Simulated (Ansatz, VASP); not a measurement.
# TiPt3: VASP beside Ansatz, part 2 of 2

Wanted: the spread between two codes on one cell, functional and k mesh.

VASP 6.6.1 and Ansatz 0.2.0.

So far. Step 3 (Ansatz: single point, PBE): The run ends at a pressure of 10.11 GPa.

### Step 5. VASP: band structure, BLYP

Level of this step: BLYP, spin-polarised from a ferromagnetic start; plane waves and PAW (Pt_pv, Ti_sv) (VASP).

With cell and atoms fixed, the geometry can't cause a difference; cores, projectors, grids and the points listed under the comparison can. The cell compared in this pair holds 68.06 Å³, against 59.18 Å³ for the pair before.

Input file INCAR:

```
SYSTEM = TiPt3
PREC = Accurate
ENCUT = 400
EDIFF = 1E-06
NELM = 100
ISMEAR = -1
SIGMA = 0.02
LREAL = .FALSE.
ALGO = Normal
GGA = B5
ALDAX = 1
AGGAX = 1
AGGAC = 1
ALDAC = 0
NBANDS = 47
ISPIN = 2
MAGMOM = 0 0 0 1
LMAXMIX = 4
LORBIT = 11
LWAVE = .FALSE.
LCHARG = .FALSE.
KPAR = 2
```

Input file POSCAR:

```
TiPt3
1.0
    4.0828461887      0.0000000000      0.0000000000
    0.0000000000      4.0828461887      0.0000000000
    0.0000000000      0.0000000000      4.0828461887
Pt Ti
3 1
Direct
    0.5000000000      0.5000000000      0.0000000000
    0.5000000000      0.0000000000      0.5000000000
    0.0000000000      0.5000000000      0.5000000000
    0.0000000000      0.0000000000      0.0000000000
```

Input file KPOINTS:

```
Automatic mesh
0
Gamma
6 6 6
0 0 0
```

Input file KPOINTS_OPT:

```
Line mode
16
Line-mode
Reciprocal
  0.00000000   0.00000000   0.00000000 GAMMA
  0.00000000   0.50000000   0.00000000 X

  0.00000000   0.50000000   0.00000000 X
  0.50000000   0.50000000   0.00000000 M

  0.50000000   0.50000000   0.00000000 M
  0.00000000   0.00000000   0.00000000 GAMMA

  0.00000000   0.00000000   0.00000000 GAMMA
  0.50000000   0.50000000   0.50000000 R

  0.50000000   0.50000000   0.50000000 R
  0.00000000   0.50000000   0.00000000 X

  0.50000000   0.50000000   0.00000000 M
  0.50000000   0.50000000   0.50000000 R
```

PAW data sets: Pt_pv and Ti_sv (PBE family, release 64).

Launch:

```console
$ mpirun -np 2 vasp_std
```

Numbers of over 12 decimals in the logs are rounded to 6 here.

The program printed:

```text
[banner, memory and clock lines left out]
running    2 mpi-ranks, on    1 nodes
[...]
|                                                                             |
|               ----> ADVICE to this user running VASP <----                  |
|                                                                             |
|     You enforced a specific xc type in the INCAR file but a different       |
|     [... a line on the potential file left out ...]
|     I HOPE YOU KNOW WHAT YOU ARE DOING!                                     |
|                                                                             |

 LDA part: xc-table for (Slater(with rela. corr.)+VWN5), standard interpolation
 POSCAR, INCAR and KPOINTS ok, starting setup
[...]
entering main loop
       N       E                     dE             d eps       ncg     rms          rms(c)
DAV:   1     0.708377866282E+03    0.70838E+03   -0.30496E+04  4152   0.121E+03
DAV:   2     0.143983442737E+02   -0.69398E+03   -0.65250E+03  3976   0.431E+02
[...]
DAV:  16    -0.249932078614E+02   -0.50233E-07   -0.67294E-07  2734   0.516E-03
   1 F= -.24993208E+02 E0= -.24992734E+02  d E =-.947882E-03  mag=    -0.0000
 Start KPOINTS_OPT (optional k-point list driver)
k-point batch [1-20\96]
       N       E                     dE             ncg
DAV:   1    -0.111957730408E+03   -0.14855E+05     3992
DAV:   2    -0.141452625447E+05   -0.14033E+05     3942
DAV:   3    -0.149489853533E+05   -0.80372E+03     4572
DAV:   4    -0.149738827849E+05   -0.24897E+02     4582
[...]
DAV:   8    -0.149743739549E+05   -0.25174E-04     4301
DAV:   9    -0.149743739560E+05   -0.11393E-05     2982
DAV:  10    -0.149743739562E+05   -0.11217E-06     2605
[...]
k-point batch [81-96\96]
       N       E                     dE             ncg
DAV:   1     0.475950964506E+04   -0.30200E+05     3272
DAV:   2    -0.625348102859E+04   -0.11013E+05     3241
DAV:   3    -0.684385490801E+04   -0.59037E+03     3568
DAV:   4    -0.685901127577E+04   -0.15156E+02     3570
DAV:   5    -0.685932250113E+04   -0.31123E+00     3274
DAV:   6    -0.685933148710E+04   -0.89860E-02     3410
DAV:   7    -0.685933185834E+04   -0.37124E-03     3500
DAV:   8    -0.685933186907E+04   -0.10738E-04     3147
DAV:   9    -0.685933186957E+04   -0.49248E-06     2186
```

Parts of OUTCAR (step 5):

```text
  Total       -4.0694234     -4.0694234     -4.0694234      0.0000000      0.0000000     -0.0000000
  in kB      -95.7975492    -95.7975492    -95.7975492      0.0000000      0.0000000     -0.0000000
  external PRESSURE =     -95.7975492 kB  Pullay stress =       0.0000000 kB

 POSITION                                       TOTAL-FORCE (eV/Angst)
 -----------------------------------------------------------------------------------
      2.04142      2.04142      0.00000         0.000000      0.000000      0.000000
      2.04142      0.00000      2.04142         0.000000      0.000000      0.000000
      0.00000      2.04142      2.04142         0.000000      0.000000      0.000000
      0.00000      0.00000      0.00000         0.000000      0.000000      0.000000
 -----------------------------------------------------------------------------------
    total drift:                                0.000000      0.000000      0.000000

  FREE ENERGIE OF THE ION-ELECTRON SYSTEM (eV)
  ---------------------------------------------------
  free  energy   TOTEN  =       -24.9932078614 eV

  energy  without entropy=      -24.9922599798  energy(sigma->0) =      -24.99273392

 magnetization (x)
# of ion       s       p       d       tot
------------------------------------------
    1        0.000   0.000  -0.000  -0.000
    2        0.000   0.000  -0.000  -0.000
    3        0.000   0.000  -0.000  -0.000
    4       -0.000   0.000   0.000   0.000
--------------------------------------------------
tot         -0.000   0.000  -0.000  -0.000

[... 3 further parts left out ...]
[key lines of the parts left out:]
E-fermi :  10.5716
```

The run ends at a pressure of -9.58 GPa.

### Step 6. Ansatz: band structure, BLYP

The same cell, functional (in two slightly different forms), mesh and smearing now go to Ansatz, which takes its cutoff from its data sets.

The cell is taken from a series of VASP runs on this material, whose earlier steps may have relaxed, scaled or displaced it; both programs get it as it stands.

Input file input.yaml:

```yaml
crystal:
  lattice:
    - [4.0828461887, 0.0, 0.0]
    - [0.0, 4.0828461887, 0.0]
    - [0.0, 0.0, 4.0828461887]
  atoms:
    - { symbol: Pt, position: [0.5, 0.5, 0.0] }
    - { symbol: Pt, position: [0.5, 0.0, 0.5] }
    - { symbol: Pt, position: [0.0, 0.5, 0.5] }
    - { symbol: Ti, position: [0.0, 0.0, 0.0], spin: 1.0 }
hamiltonian:
  xc: blyp
  pseudopotentials: { kind: paw }
magnetization:
  spin_polarized: true
kpoints:
  mp_grid: { grid: [6, 6, 6] }
  band_path:
    path:
      - [0.0, 0.0, 0.0]
      - [0.0, 0.1, 0.0]
      - [0.0, 0.2, 0.0]
      - [0.0, 0.3, 0.0]
      - [0.0, 0.43333, 0.0]
      - [0.0, 0.5, 0.0]
      - [0.1, 0.5, 0.0]
      - [0.2, 0.5, 0.0]
      - [0.33333, 0.5, 0.0]
      - [0.43333, 0.5, 0.0]
      - [0.5, 0.5, 0.0]
      - [0.36667, 0.36667, 0.0]
      - [0.26667, 0.26667, 0.0]
      - [0.16667, 0.16667, 0.0]
      - [0.06667, 0.06667, 0.0]
      - [0.03333, 0.03333, 0.03333]
      - [0.13333, 0.13333, 0.13333]
      - [0.23333, 0.23333, 0.23333]
      - [0.33333, 0.33333, 0.33333]
      - [0.46667, 0.46667, 0.46667]
      - [0.46667, 0.5, 0.46667]
      - [0.36667, 0.5, 0.36667]
      - [0.23333, 0.5, 0.23333]
      - [0.13333, 0.5, 0.13333]
      - [0.03333, 0.5, 0.03333]
      - [0.5, 0.5, 0.03333]
      - [0.5, 0.5, 0.16667]
      - [0.5, 0.5, 0.26667]
      - [0.5, 0.5, 0.36667]
      - [0.5, 0.5, 0.5]
    npoints: 1
scf:
  occupations: { method: fermi_dirac, width: 0.02 }
  n_extra_bands: 10
output:
  forces: true
  stress: true
  eigenvalues: true
```

Launch:

```console
$ ansatz run input.yaml --threads 2 --pin off --max-ram 4608MiB --backend cpu --events-out ev --progress --plain --runs-dir out
```

The program printed:

```text
[...]
Crystal: 4 atoms, lattice volume = 68.060 Å³
Basis set: ecut = 420 eV, 1357 PW (Γ), exchange–correlation on 60×60×60 points (8 copies of the dense FFT grid, shifted against one another)
Bands: 43, of which v1, the nominal top of the filled ones, is band 33 counted from 1 (32 counted from 0)
Symmetry: 48 space group operations
[...]
k-point 1 ↑: bands = [... 29 lower, 18.3736, 18.5504, 19.2802, 19.5053, 20.1794, 20.1794, 20.2811, 20.4497, ... 6 higher]
  k-point 2 ↑: bands = [... 29 lower, 17.5174, 17.7154, 18.1179, 19.2815, 19.5080, 19.5080, 19.9775, 20.0431, ... 6 higher]
  k-point 19 ↓: bands = [... 29 lower, 18.8807, 18.8807, 19.1775, 19.2076, 19.2076, 19.2076, 20.2228, 20.2228, ... 6 higher]
[key lines of the parts left out:]
SCF converged after 12 iterations
Magnetization: 0.0000 μB (33.0000 up, 33.0000 down)
Free energy (F): -40156.344584 eV
Fermi energy:    19.335648 eV
P = ⅓ Tr σ = -8.6786 GPa (-86.786 kbar)
```

The job ended after 6.5 s (2 threads of Arm Neoverse V2, shared host; peak memory 0.42 GiB).

### Step 7. Comparison

What differs besides the data sets and the points named for the pairs above, as far as they apply: the data sets hold 66 valence electrons in Ansatz (default PAW (the set named soft_2) files) and 60 in VASP; Ansatz makes its cores anew for this functional, VASP keeps those of its PBE data sets; VASP's log shows a relativistic correction to its local exchange, Ansatz's none. Total energies have different zeros and are not compared.

The two programs side by side:

| quantity | Ansatz | VASP | difference |
| --- | --- | --- | --- |
| pressure (GPa) | -8.68 | -9.58 | +0.90 |
| pressure without Ansatz's Pulay correction (GPa) | -8.73 | -9.58 | +0.85 |

Ansatz's pressure holds a Pulay correction of 0.05 GPa; VASP's holds none.

### Step 8. What came out

```yaml
difference_in_pressure_single_point_pbe: 0.51 GPa
difference_in_pressure_band_structure_blyp: 0.90 GPa
```

**Reading.** The difference in pressure is 0.90 GPa (band structure, BLYP), within the 1 GPa picked in this series as the mark of a large difference. VASP's data sets differ among the pairs, so a change from pair to pair isn't the functional's or the coupling's alone. Such differences can come from data sets, numerical settings and the points named under the comparisons, not from the functional's error against experiment.

[Lines on the potential files, build, host, timing and source positions are cut from VASP's logs without a mark.]

[Logs are printed without paths, hosts, clocks, repeated set-up lines and the standing remarks that a program may print on its own settings, such as how far it seeks lower states.]

[Hosts, paths, dates, database ids (printed as entryN), source tags and the programs' standing remarks are cut or masked in the printed files.]
